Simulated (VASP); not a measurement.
Consider the following.

```
SnSi
1.0
    3.86060     0.00000     0.00000
   -1.93030     3.34338     0.00000
    0.00000     0.00000     6.42672
Si Sn
2 2
Direct
  0.00000   0.00000   0.00000
  0.00000   0.00000   0.50000
  0.33333   0.66667   0.25000
  0.66667   0.33333   0.75000
```

The numbers are results of PBEsol GGA, VASP's PBE PAW potentials (set 64) (plane waves; VASP), not measurements. Run with 500 eV cut-off, 9×9×5 Γ-centred mesh, first-order Methfessel-Paxton smearing of 0.10 eV, potentials Si Sn_d.

Unless said otherwise, spin-orbit coupling is left out, though it shifts the bands of the heavy elements here.

**Question.** Estimate the energy per atom (σ→0), pressure, band gap (on the k-mesh) with the smallest direct gap where there is one.

**Answer.** 
```json
{
  "band gap (on the k-mesh)": "none (metal, semimetal or under 0.01 eV)",
  "energy per atom (σ→0)": "-4.675 eV/atom",
  "pressure": "4.92 GPa"
}
```

Only differences to runs with the same potentials and settings are physical.

The structure was generated: SiSn was put into the NiAs type type (P6_3/mmc), which need not be its known phase. It was relaxed first under an external pressure of 5 GPa.
